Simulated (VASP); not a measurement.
A VASP calculation is set up with these files.

**KPOINTS**
```
kpoints
0
gamma
 8 8 8
0 0 0
```

**POSCAR**
```
CaS
1
    0.0000000000     2.7289043430     2.7289043430
    2.7289043430     0.0000000000     2.7289043430
    2.7289043430     2.7289043430     0.0000000000
Ca S
1 1
Direct
  0.0000000000   0.0000000000   0.0000000000
  0.5000000000   0.5000000000   0.5000000000
```

### INCAR
```
! general
SYSTEM = CaS
PREC   = Accurate
ENCUT  = 520
LREAL  = F
LASPH  = T

! electronic loop
EDIFF  = 1E-7
NELM   = 100
ALGO   = Normal

! smearing
ISMEAR = 0
SIGMA  = 0.05

! ions
ISIF   = 2

! output
LWAVE  = F
LCHARG = F
```

POTCAR, in this order: Ca_sv S (LDA.64 set). Program: vasp_std.

### Question
Translate this LDA calculation to Ansatz.

### Answer
One equivalent input (not run):
Ansatz 0.2 input:
```yaml
crystal:
  lattice:
    - [0.0000000, 2.7289043, 2.7289043]
    - [2.7289043, 0.0000000, 2.7289043]
    - [2.7289043, 2.7289043, 0.0000000]
  atoms:
    - { symbol: Ca, position: [0.0000000, 0.0000000, 0.0000000] }
    - { symbol: S, position: [0.5000000, 0.5000000, 0.5000000] }
kpoints:
  mp_grid: { grid: [8, 8, 8] }
hamiltonian:
  xc: lda
  pseudopotentials: { kind: paw }
scf:
  occupations: { method: gaussian, width: 0.05 }
  max_iter: 100
output: { forces: true, stress: true, eigenvalues: true }
```
What does not carry over: each code has its own PAW files, so the cut-off isn't converted (ENCUT is set for VASP's; basis.ecutwfc is left out, and Ansatz then takes the one that its files recommend); Ansatz stops its SCF on the density residual and VASP on the energy change (EDIFF); Ansatz's lda is the Perdew-Wang form, while the LDA potentials of VASP carry Perdew-Zunger's.

The compound is CaS in the rock salt structure. This cell is one point of a volume scan, at 0.94 of the reference volume.
